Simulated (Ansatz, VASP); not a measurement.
**Mg2C: VASP beside Ansatz**

Wanted: the spread between two codes on one cell, functional and k mesh. The cell is generated by rule, not measured, and may not be a known phase. The cell is taken from a series of runs on this material, whose earlier steps may have relaxed, scaled, displaced or heated it; both programs get it as it stands.

Main program and level: Ansatz 0.2.0; plane waves, with VASP 6.6.1 beside it; zone-centre phonons at PBE.

The structure was built from a prototype and need not be the compound's stable phase.

### Step 1. The structure

It takes space group Cmme (No. 67, orthorhombic). The conventional cell has a = 5.713 Å, b = 5.884 Å, c = 5.439 Å, α = 90.00°, β = 90.00°, γ = 90.00°. Nearest to C lie 6 Mg at 2.15 to 2.33 Å. Nearest to Mg lie 2 C at 2.15 Å. Mg has 4 C at 2.33 Å nearest. Farther neighbours are not listed.

As a file:

```cif
data_structure
_symmetry_space_group_name_H-M 'P 1'
_symmetry_Int_Tables_number 1
_cell_length_a 4.1008
_cell_length_b 5.4392
_cell_length_c 4.1008
_cell_angle_alpha 90.000
_cell_angle_beta 91.693
_cell_angle_gamma 90.000
_cell_volume 91.43
loop_
_atom_site_label
_atom_site_type_symbol
_atom_site_fract_x
_atom_site_fract_y
_atom_site_fract_z
_atom_site_occupancy
C1 C 0.08678 0.95519 0.08678 1
C2 C 0.58678 0.54481 0.58678 1
Mg3 Mg 0.33678 0.24999 0.33678 1
Mg4 Mg 0.58678 0.75000 0.08678 1
Mg5 Mg 0.83678 0.25001 0.83678 1
Mg6 Mg 0.08678 0.75000 0.58678 1
```

### Step 2. Ansatz: zone-centre phonons, PBE

Ansatz runs on its default PAW (the set named soft_2) files.

Second derivatives magnify differences that forces hide, and they need a tight electronic threshold.

input.yaml reads:

```yaml
crystal:
  lattice:
    - [4.1003114456, 0.0, -0.0605802878]
    - [0.0, 5.4392121943, 0.0]
    - [-0.0605802878, 0.0, 4.1003114456]
  atoms:
    - { symbol: C, position: [0.0867816466, -0.0448148928, 0.0867816466] }
    - { symbol: C, position: [0.5867816466, 0.5448148928, 0.5867816466] }
    - { symbol: Mg, position: [0.3367846867, 0.2499928513, 0.3367846867] }
    - { symbol: Mg, position: [0.5867816322, 0.75, 0.0867816322] }
    - { symbol: Mg, position: [0.8367846867, 0.2500071487, 0.8367846867] }
    - { symbol: Mg, position: [0.0867816322, 0.75, 0.5867816322] }
kpoints:
  mp_grid: { grid: [6, 6, 6] }
hamiltonian:
  xc: pbe
scf:
  occupations: { method: methfessel_paxton, width: 0.15 }
output:
  eigenvalues: true
phonons:
  method: dfpt
```

On the command line:

```
ansatz run input.yaml --threads 8 --pin off --max-ram 14336MiB --backend cpu --events-out ev --progress --plain --runs-dir out
```

Numbers of over 12 decimals in the logs are rounded to 6 here.

Log:

```text
Warning: the atoms were moved onto the symmetric positions of the space group found under crystal.symmetry.tolerance 1.0e-5 (fractional; no operation is sought that the atoms, as they stand in a round, miss by more than twice it, and no atom is moved by as much as it), and the run uses the moved positions. Before a round's move an operation carried an atom to 8.12e-5 Å from where it should land, the largest such dist [...]
Warning: crystal.symmetry: narrowed to the stabiliser of the run's FFT grids — unitary ops 8 → 4. A phonons.method: dfpt run fills in the rows of the dynamical matrix that it does not solve by its symmetry operations, which is exact only for operations that map its FFT grids onto themselves: filled in by any other, the frequencies could depend on the order in which like atoms are typed, or, by more than the grids' own error, on where the crystal sits among the grids' points. Excluded: 4 operations. The run can therefore solve more perturbations, solve them on more k-points, or both, and cost more. [rest of the remark cut]
Engine: ansatz 0.2.0, aarch64-unknown-linux-gnu
Pseudopotentials: kind: paw
Pseudopotential: C, paw, valence charge 4, recommended cutoff 420 eV (normal), C.paw.azcp
Pseudopotential: Mg, paw, valence charge 10, recommended cutoff 420 eV (normal), Mg.paw.azcp
Functional definition: PBE
  parameter kappa = 0.804
  parameter beta = 0.066725
  exchange = pbe_x(kappa = kappa, mu = beta*pi^2/3)
  correlation = pbe_c(beta = beta)
Crystal: 6 atoms, lattice volume = 91.427 Å³
Basis set: ecut = 420 eV, 1799 PW (Γ), exchange–correlation on 60×80×60 points (8 copies of the dense FFT grid, shifted against one another)
Bands: 30, of which v1, the nominal top of the filled ones, is band 24 counted from 1 (23 counted from 0)
Symmetry: 8 space group operations
k-points: 112 of 216 (irreducible under 1 space group operation, time reversal used)
Non-local potential: C, projectors of the file, l = 0: 2, l = 1: 2, l = 2: 1
Non-local potential: Mg, projectors of the file, l = 0: 3, l = 1: 2, l = 2: 1
PAW form: soft (Blöchl's): semilocal exchange-correlation on the pseudo side does not see the compensation charge
PAW one-centre angular grid: C, 110 points (default); XC on 64 Gauss nodes
PAW one-centre angular grid: Mg, 110 points (default); XC on 64 Gauss nodes
Initial density: superposition of atomic densities (neutral atoms: chi_scale 0, normalization atom), corrected by the library's trained network
Initial wavefunctions: pseudopotential atomic-orbital guess
Functional: x = pbe(κ = 0.804, μ = 0.219515), c = pbe(β = 0.066725)
SCF iter   1: F=—  HF=-8194.678193 eV  |F-HF|=—  |Δ(HF+E_count)|=         —  Δρ=2.55e-3  dr2=6.48e-3  ethr=1.77e-3  ⟨swp⟩=5.5  Hψ=14521  notcnv=0
preconditioner: auto → Resta (q_TF=auto, 2.450 Å⁻¹)  ε∞=5.0  [insulator: Δε(μ)=0.133 eV  Ē_g=7.748 eV  σ=0.150 eV  W_gap=0.68  n_scr=24 (ndim 8)  ℏωp=15.5 eV  f_vac=0.000  D(μ)=0.13/eV (n_scr^D=0)  ε∞_Penn≈5.0]
SCF iter   2: F=—  HF=-8194.676989 eV  |F-HF|=—  |Δ(HF+E_count)|=   1.20e-3  S|Δr|=    0.00e0  Δρ=1.41e-3  dr2=1.99e-3  ethr=1.35e-5  ⟨swp⟩=1.4  Hψ=4740  notcnv=0
SCF iter   3: F=—  HF=-8194.676671 eV  |F-HF|=—  |Δ(HF+E_count)|=   3.18e-4  S|Δr|=    0.00e0  Δρ=2.30e-4  dr2=3.97e-5  ethr=4.15e-6  ⟨swp⟩=2.0  Hψ=4042  notcnv=0
SCF iter   4: F=—  HF=-8194.676650 eV  |F-HF|=—  |Δ(HF+E_count)|=   2.08e-5  S|Δr|=    0.00e0  Δρ=9.17e-5  dr2=7.56e-6  ethr=8.28e-8  ⟨swp⟩=2.0  Hψ=5469  notcnv=0
SCF iter   5: F=—  HF=-8194.676652 eV  |F-HF|=—  |Δ(HF+E_count)|=   1.53e-6  S|Δr|=    0.00e0  Δρ=2.44e-5  dr2=2.74e-7  ethr=1.58e-8  ⟨swp⟩=2.0  Hψ=5405  notcnv=0
SCF iter   6: F=—  HF=-8194.676651 eV  |F-HF|=—  |Δ(HF+E_count)|=   4.76e-7  S|Δr|=    0.00e0  Δρ=4.52e-6  dr2=1.21e-8  ethr=5.72e-10  ⟨swp⟩=2.0  Hψ=5853  notcnv=0
SCF iter   7: F=—  HF=-8194.676651 eV  |F-HF|=—  |Δ(HF+E_count)|=  9.22e-10  S|Δr|=    0.00e0  Δρ=1.09e-6  dr2=7.36e-10  ethr=2.52e-11  ⟨swp⟩=2.0  Hψ=5635  notcnv=0
SCF iter   8: F=—  HF=-8194.676651 eV  |F-HF|=—  |Δ(HF+E_count)|=  5.46e-11  S|Δr|=    0.00e0  Δρ=2.66e-7  dr2=5.58e-11  ethr=1.53e-12  ⟨swp⟩=2.0  Hψ=5626  notcnv=0
SCF iter   9: F=-8194.676651 eV  HF=-8194.676651 eV  |F-HF|=0.00e0  |Δ(HF+E_count)|=  2.55e-11  S|Δr|=    0.00e0  Δρ=4.57e-8  dr2=1.19e-12  ethr=1.00e-12  ⟨swp⟩=8.6  Hψ=15844  notcnv=0
SCF 1 converged in 9 iterations: F = -8194.676651 eV  dr2 = 1.19e-12
  greatest PAW one-centre occupation: 1.000 electrons in one spin orbital (limit 2), on the Mg atom at site 4 (counted from 0), in its partial waves of l = 0
DFPT response loops at Γ: preconditioner auto → Kerker (q_TF=auto, 2.450 Å⁻¹) (partly filled bands, converged f_vac=0.000); β = 1.00, the filter's whole step (`scf.mixing.beta` (0.50) is not read by the response loops under this deck's `scf.mixing.preconditioner`; to damp them name `kerker` or `kerker_dos`, under which they read `scf.mixing.beta`, and type it under 1.00, their step now; both keys bind the ground state too); Broyden in place of MSR1
SCF converged after 9 iterations
Stability not checked: this state was not tested for a lower state beside it, because cold or Methfessel-Paxton smearing, or corrected tetrahedra, fill the levels in a way that the test cannot read (fill_not_monotonic; see scf.lower_state_search)
Free energy (F): -8194.676651 eV
Harris-Foulkes:  -8194.676651 eV  (|F-HF|=0.00e0)
Internal energy: -8194.676891 eV  (E = F + TS)
E sigma→0 (E₀):  -8194.676711 eV
Entropy (-TS):   0.000240 eV (0.040 meV/atom)
Fermi energy:    6.785224 eV
Step filling:    the computed levels leave a gap of 0.1323 eV = 0.9 smearing widths at the electron count; against every level under it full and every level over it empty, smearing changes F+E_penalty+E_count by +0.173 meV and its σ→0 estimate by +0.113 meV
--- Per-component energies (eV) ---
  E_band       = -1343.020999
  E_kinetic    = 473.469848
  E_local      = -6448.774188  (includes V_loc(G=0)·N_el)
  E_nonlocal   = 434.898218
  E_hartree    = 2292.237574
  E_xc         = -211.654405
  E_vxc        = -268.231722  (∫ρ·V_xc dr)
  E_paw        = -1364.338523  (= ΣΔE_a)
  E_vpaw       = -118.858251  (= ΣTr[D̂ρ^β])
  E_aug_tail   = -0.000013  (compensation charges beyond the density's cutoff)
  E_ewald      = -3370.515403
  E_smearing   = 0.000240  (= −TS)
  E_closure    = -0.000000  (closes the sum)
  Σ components = -8194.676651   (vs F -8194.676651, Δ=0.00e0)
--- Band table (eV; the first three rows and the last of 112) ---
  k-point 0: bands = [... 20 lower, 5.1051, 5.8601, 6.2210, 6.4526, 6.8448, 7.2343, 8.6331, 12.5353, ... 2 higher]
  k-point 1: bands = [... 20 lower, 5.0308, 5.0743, 5.9723, 6.4823, 7.5398, 7.7742, 9.1556, 12.3848, ... 2 higher]
  k-point 2: bands = [... 20 lower, 3.8858, 5.3256, 5.4520, 6.2715, 8.3041, 8.7583, 9.7171, 10.9379, ... 2 higher]
  k-point 111: bands = [... 20 lower, 3.8265, 3.8895, 4.0794, 4.1431, 9.3949, 9.5288, 10.2965, 10.6906, ... 2 higher]
--- Phonons (Γ-DFPT): 6 representative perturbations + reference, on 112 of 216 k-points (Σ response iterations 18) ---
  ASR residual: 4.045e-5 → 0.000e0 eV/Å²; symmetrization residual: 2.141e-6 eV/Å²
  The last average, over the group as it would stand without the narrowing to the FFT grids, took up to 2.126e-6 eV/Å² of the zone centre's force constants
  ASR residual per site (eV/Å²): 1.57e-5 1.57e-5 4.05e-5 1.97e-5 4.05e-5 1.97e-5
  Γ frequencies (cm⁻¹): -110.68 0.00 0.00 0.00 52.73 239.77 265.14 281.76 293.40 305.24 308.24 323.24 357.60 394.43 485.84 512.95 540.07 553.27
  non-analytic LO–TO correction: not included (Born effective charges unavailable; polar crystals: no LO–TO splitting at Γ)
```

### Step 3. VASP: zone-centre phonons, PBE

The same cell, functional, mesh and smearing now go to VASP, with its own data sets.

Lines of VASP's logs that name or quote its potential files are left out, and so is its time.

INCAR reads:

```
SYSTEM = Mg2C
PREC = Accurate
ENCUT = 600
EDIFF = 1E-08
NELM = 120
ISMEAR = 1
SIGMA = 0.15
LREAL = .FALSE.
ALGO = Normal
GGA = PE
NBANDS = 14
LORBIT = 11
LWAVE = .FALSE.
LCHARG = .FALSE.
ISIF = 2
IBRION = 8
LASPH = .TRUE.
GGA_COMPAT = .FALSE.
EFERMI = MIDGAP
KPAR = 2
```

POSCAR reads:

```
Mg2C
1.0
    4.1003114456      0.0000000000     -0.0605802878
    0.0000000000      5.4392121943      0.0000000000
   -0.0605802878      0.0000000000      4.1003114456
C Mg
2 4
Direct
    0.0867816466      0.9551851072      0.0867816466
    0.5867816466      0.5448148928      0.5867816466
    0.3367846867      0.2499928513      0.3367846867
    0.5867816322      0.7500000000      0.0867816322
    0.8367846867      0.2500071487      0.8367846867
    0.0867816322      0.7500000000      0.5867816322
```

KPOINTS reads:

```
Automatic mesh
0
Gamma
6 6 6
0 0 0
```

PAW data sets: C and Mg (PBE family, release 64).

On the command line:

```
mpirun -np 2 vasp_std
```

Log:

```text
[banner, memory and clock lines left out]
running    2 mpi-ranks, on    1 nodes
 distrk:  each k-point on    1 cores,    2 groups
 distr:  one band on    1 cores,    1 groups

 POSCAR found type information on POSCAR C Mg
 POSCAR found :  2 types and       6 ions
 LDA part: xc-table for (Slater+PW92), standard interpolation
 POSCAR, INCAR and KPOINTS ok, starting setup
 FFT: planning ... GRIDC
 FFT: planning ... GRID_SOFT
 FFT: planning ... GRID
 WAVECAR not read
 entering main loop
       N       E                     dE             d eps       ncg     rms          rms(c)
DAV:   1     0.339884282747E+02    0.33988E+02   -0.61862E+03  1456   0.102E+03
DAV:   2    -0.222676710025E+02   -0.56256E+02   -0.49347E+02  1956   0.142E+02
DAV:   3    -0.280142201069E+02   -0.57465E+01   -0.56719E+01  1894   0.439E+01
DAV:   4    -0.281182870860E+02   -0.10407E+00   -0.10400E+00  1792   0.695E+00
DAV:   5    -0.281197883431E+02   -0.15013E-02   -0.15011E-02  1888   0.826E-01    0.112E+01
DAV:   6    -0.221356863357E+02    0.59841E+01   -0.22598E+01  1852   0.252E+01    0.350E+00
DAV:   7    -0.221666513054E+02   -0.30965E-01   -0.18166E+00  1666   0.721E+00    0.225E+00
DAV:   8    -0.221141319453E+02    0.52519E-01   -0.30391E-01  1744   0.337E+00    0.575E-01
DAV:   9    -0.221011499960E+02    0.12982E-01   -0.24472E-02  1894   0.907E-01    0.358E-01
DAV:  10    -0.221009419720E+02    0.20802E-03   -0.16332E-02  1756   0.709E-01    0.129E-01
DAV:  11    -0.221006444257E+02    0.29755E-03   -0.59493E-04  1720   0.154E-01    0.559E-02
DAV:  12    -0.221005876183E+02    0.56807E-04   -0.18219E-04  1798   0.689E-02    0.132E-02
DAV:  13    -0.221005862790E+02    0.13393E-05   -0.43332E-06  1786   0.143E-02    0.983E-03
DAV:  14    -0.221005839278E+02    0.23512E-05   -0.95208E-06  1738   0.154E-02    0.392E-03
DAV:  15    -0.221005838901E+02    0.37750E-07   -0.58560E-07  1834   0.497E-03    0.936E-04
DAV:  16    -0.221005838889E+02    0.11999E-08   -0.64255E-08  1786   0.143E-03
   1 F= -.22100584E+02 E0= -.22100657E+02  d E =0.219041E-03
 Linear response reoptimize wavefunctions to high precision
DAV:   1    -0.221005838795E+02    0.93537E-08   -0.10973E-08  1600   0.503E-04
DAV:   2    -0.221005838795E+02   -0.20464E-10   -0.19248E-10   980   0.103E-04
 Linear response DOF=           6
 Linear response progress:
  Degree of freedom:   1/  6
       N       E                     dE             d eps       ncg     rms          rms(c)
RMM:   1    -0.118446579772E+00   -0.11845E+00    0.98506E-02  5842   0.207E+00
RMM:   2    -0.118545214012E+00   -0.98634E-04   -0.23433E-03  4890   0.285E-01    0.110E-01
RMM:   3    -0.118729190581E+00   -0.18398E-03   -0.87758E-04  5013   0.142E-01    0.503E-02
RMM:   4    -0.119296297667E+00   -0.56711E-03   -0.52997E-04  5165   0.105E-01    0.145E-02
RMM:   5    -0.119215655433E+00    0.80642E-04   -0.97098E-06  5519   0.202E-02    0.191E-03
RMM:   6    -0.119230327605E+00   -0.14672E-04   -0.58736E-07  5600   0.385E-03    0.858E-04
RMM:   7    -0.119223188486E+00    0.71391E-05   -0.67725E-08  5576   0.124E-03    0.191E-04
RMM:   8    -0.119224535565E+00   -0.13471E-05   -0.23036E-08  5723   0.346E-04    0.553E-05
RMM:   9    -0.119224193041E+00    0.34252E-06   -0.10144E-08  5725   0.141E-04    0.124E-05
RMM:  10    -0.119224292272E+00   -0.99231E-07   -0.12692E-08  5940   0.824E-05    0.455E-06
RMM:  11    -0.119224299620E+00   -0.73474E-08   -0.22111E-08  6110   0.669E-05    0.185E-06
 first order change of Fermi-energy   0.12168E-03
 force on displaced ion       1 direction 1 :  -6.393  -0.002  -3.163
 Linear response progress:
  Degree of freedom:   2/  6
       N       E                     dE             d eps       ncg     rms          rms(c)
RMM:   1    -0.121464618882E+00   -0.12146E+00    0.10725E-01  3461   0.209E+00
RMM:   2    -0.121715286477E+00   -0.25067E-03   -0.26823E-03  2971   0.288E-01    0.119E-01
RMM:   3    -0.121767788932E+00   -0.52502E-04   -0.13950E-03  3029   0.164E-01    0.494E-02
RMM:   4    -0.122260258971E+00   -0.49247E-03   -0.53994E-04  3174   0.102E-01    0.146E-02
RMM:   5    -0.122265231109E+00   -0.49721E-05   -0.96974E-06  3303   0.174E-02    0.795E-03
RMM:   6    -0.122264661002E+00    0.57011E-06   -0.25947E-06  3209   0.930E-03    0.185E-03
RMM:   7    -0.122263547968E+00    0.11130E-05   -0.16247E-07  3409   0.204E-03    0.923E-04
RMM:   8    -0.122260016728E+00    0.35312E-05   -0.56710E-08  3372   0.120E-03    0.318E-04
RMM:   9    -0.122258251889E+00    0.17648E-05   -0.32761E-08  3380   0.463E-04    0.124E-04
RMM:  10    -0.122258439317E+00   -0.18743E-06   -0.35106E-08  3478   0.206E-04    0.218E-05
RMM:  11    -0.122258366188E+00    0.73129E-07   -0.12462E-07  3547   0.100E-04    0.683E-06
RMM:  12    -0.122258395814E+00   -0.29626E-07   -0.44871E-08  3641   0.827E-05    0.228E-06
RMM:  13    -0.122258393457E+00    0.23573E-08   -0.89071E-08  3596   0.736E-05    0.602E-07
 first order change of Fermi-energy   0.15130E+00
 force on displaced ion       1 direction 2 :  -0.000 -10.177  -0.000
 Linear response progress:
  Degree of freedom:   3/  6
       N       E                     dE             d eps       ncg     rms          rms(c)
RMM:   1    -0.337525775734E-02   -0.33753E-02   -0.54478E-03  7840   0.421E-01
RMM:   2    -0.255413638206E-02    0.82112E-03   -0.44005E-04  5028   0.124E-01    0.568E-02
RMM:   3    -0.248413960025E-02    0.69997E-04   -0.37769E-04  5314   0.791E-02    0.283E-02
RMM:   4    -0.246519937003E-02    0.18940E-04   -0.38250E-05  5358   0.265E-02    0.138E-02
RMM:   5    -0.246999127922E-02   -0.47919E-05   -0.68947E-06  5236   0.163E-02    0.288E-03
RMM:   6    -0.246822934713E-02    0.17619E-05   -0.77337E-07  5416   0.466E-03    0.918E-04
RMM:   7    -0.246775463059E-02    0.47472E-06    0.41207E-09  5603   0.110E-03    0.232E-04
RMM:   8    -0.246732080764E-02    0.43382E-06   -0.84100E-09  5583   0.329E-04    0.590E-05
RMM:   9    -0.246736150447E-02   -0.40697E-07   -0.54344E-09  5703   0.810E-05    0.175E-05
RMM:  10    -0.246736790472E-02   -0.64002E-08    0.48709E-09  5723   0.330E-05    0.368E-06
 first order change of Fermi-energy  -0.26587E-04
 force on displaced ion       3 direction 1 :  -6.074  -3.709  -2.655
 Linear response progress:
  Degree of freedom:   4/  6
       N       E                     dE             d eps       ncg     rms          rms(c)
RMM:   1    -0.587206110111E-02   -0.58721E-02   -0.94184E-03  5356   0.558E-01
RMM:   2    -0.360482809852E-02    0.22672E-02   -0.10596E-03  3163   0.182E-01    0.735E-02
RMM:   3    -0.348764380474E-02    0.11718E-03   -0.46066E-04  3207   0.906E-02    0.334E-02
RMM:   4    -0.346889568627E-02    0.18748E-04   -0.37427E-05  3320   0.281E-02    0.196E-02
RMM:   5    -0.349205731183E-02   -0.23162E-04   -0.15072E-05  3243   0.218E-02    0.385E-03
RMM:   6    -0.349589316401E-02   -0.38359E-05   -0.12768E-06  3297   0.640E-03    0.125E-03
RMM:   7    -0.349622643764E-02   -0.33327E-06    0.20358E-07  3414   0.135E-03    0.321E-04
RMM:   8    -0.349632487974E-02   -0.98442E-07   -0.47930E-09  3328   0.532E-04    0.714E-05
RMM:   9    -0.349639906537E-02   -0.74186E-07   -0.92023E-09  3463   0.129E-04    0.332E-05
RMM:  10    -0.349635491024E-02    0.44155E-07   -0.14402E-08  3435   0.554E-05    0.449E-06
RMM:  11    -0.349635595044E-02   -0.10402E-08   -0.65732E-09  3581   0.216E-05    0.136E-06
 first order change of Fermi-energy  -0.76930E-04
 force on displaced ion       3 direction 2 :  -3.709  -9.186  -3.709
 Linear response progress:
  Degree of freedom:   5/  6
       N       E                     dE             d eps       ncg     rms          rms(c)
RMM:   1    -0.279014293704E-02   -0.27901E-02    0.30942E-03  6620   0.459E-01
RMM:   2    -0.268201476820E-02    0.10813E-03   -0.23796E-04  5110   0.105E-01    0.404E-02
RMM:   3    -0.266039055184E-02    0.21624E-04   -0.52554E-05  5321   0.361E-02    0.209E-02
RMM:   4    -0.267646484548E-02   -0.16074E-04   -0.33816E-05  5178   0.280E-02    0.484E-03
RMM:   5    -0.267631047437E-02    0.15437E-06   -0.15625E-06  5394   0.816E-03    0.671E-04
RMM:   6    -0.267628287066E-02    0.27604E-07   -0.74107E-08  5573   0.115E-03    0.284E-04
RMM:   7    -0.267547319442E-02    0.80968E-06   -0.97061E-09  5529   0.584E-04    0.571E-05
RMM:   8    -0.267553635175E-02   -0.63157E-07   -0.20286E-09  5629   0.996E-05    0.307E-05
RMM:   9    -0.267557285871E-02   -0.36507E-07    0.22672E-10  5702   0.449E-05    0.140E-05
RMM:  10    -0.267555208796E-02    0.20771E-07   -0.17602E-10  5680   0.331E-05    0.271E-06
RMM:  11    -0.267555777328E-02   -0.56853E-08   -0.38703E-10  5597   0.140E-05    0.534E-07
 first order change of Fermi-energy   0.25578E-06
 force on displaced ion       4 direction 1 :  -6.796   0.000  -0.124
 Linear response progress:
  Degree of freedom:   6/  6
       N       E                     dE             d eps       ncg     rms          rms(c)
RMM:   1    -0.397023112792E-02   -0.39702E-02    0.14359E-03  8958   0.482E-01
RMM:   2    -0.295208349390E-02    0.10181E-02   -0.79358E-04  5154   0.159E-01    0.438E-02
RMM:   3    -0.288233385568E-02    0.69750E-04   -0.16595E-04  5374   0.584E-02    0.203E-02
RMM:   4    -0.286651536786E-02    0.15818E-04   -0.13111E-05  5496   0.168E-02    0.129E-02
RMM:   5    -0.285658925932E-02    0.99261E-05   -0.16170E-05  5317   0.180E-02    0.230E-03
RMM:   6    -0.285558980529E-02    0.99945E-06   -0.17626E-06  5458   0.401E-03    0.761E-04
RMM:   7    -0.285550515747E-02    0.84648E-07    0.20316E-07  5638   0.838E-04    0.206E-04
RMM:   8    -0.285570458085E-02   -0.19942E-06   -0.92667E-08  5555   0.356E-04    0.430E-05
RMM:   9    -0.285571210783E-02   -0.75270E-08   -0.61031E-09  5734   0.495E-05    0.151E-05
 first order change of Fermi-energy   0.18692E-04
 force on displaced ion       4 direction 2 :   0.000  -6.781  -0.000
 Linear response finished
```

[end of part 1 of 2]

[Lines on the potential files, build, host, timing and source positions are cut from VASP's logs without a mark.]

[Logs are printed without paths, hosts, clocks, repeated set-up lines and the standing remarks that a program may print on its own settings, such as how far it seeks lower states.]

[Hosts, paths, dates, database ids (printed as entryN), source tags and the programs' standing remarks are cut or masked in the printed files.]
